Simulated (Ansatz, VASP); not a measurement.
RbH3Pb in VASP and in Ansatz

```
CELL_PARAMETERS angstrom
4.67883 0.00000 0.00000
0.00000 4.67883 0.00000
0.00000 0.00000 4.67883
ATOMIC_POSITIONS crystal
Rb 0.00000 0.00000 0.00000
Pb 0.50000 0.50000 0.50000
H 0.50000 0.50000 0.00000
H 0.50000 0.00000 0.50000
H 0.00000 0.50000 0.50000
```

The cell comes from a database or a generator and needn't be the stable form of this composition.

Alike in both runs: task single point; functional PBE; k mesh 4 × 4 × 4; occupations gaussian, width 0.05 eV; no spin polarisation.

|  | VASP | Ansatz |
| --- | --- | --- |
| version | VASP 6.6.1 | Ansatz 0.2.0 |
| potentials or method | VASP PAW PBE potentials, release 64 (Rb_sv, Pb_d, H) | scalar-relativistic, plane waves, PAW |
| plane-wave cutoff (eV) | 520 | 420 |
| valence electrons in the cell | 26 | 26 |

Ansatz gave:

```
gap on the k mesh at the Fermi level (eV) : 0.47
least direct gap on the mesh (eV)         : 0.47
pressure (GPa)                            : 0.1
```

Question: Estimate VASP's values.

Answer: gap on the k mesh at the Fermi level (eV): 0.48; least direct gap on the mesh (eV): 0.48; pressure (GPa): 0.1.

Caveats: spin-orbit coupling is left out, which as a rule narrows the gap of such compounds by several tenths of an eV. A k mesh can miss the band edges.
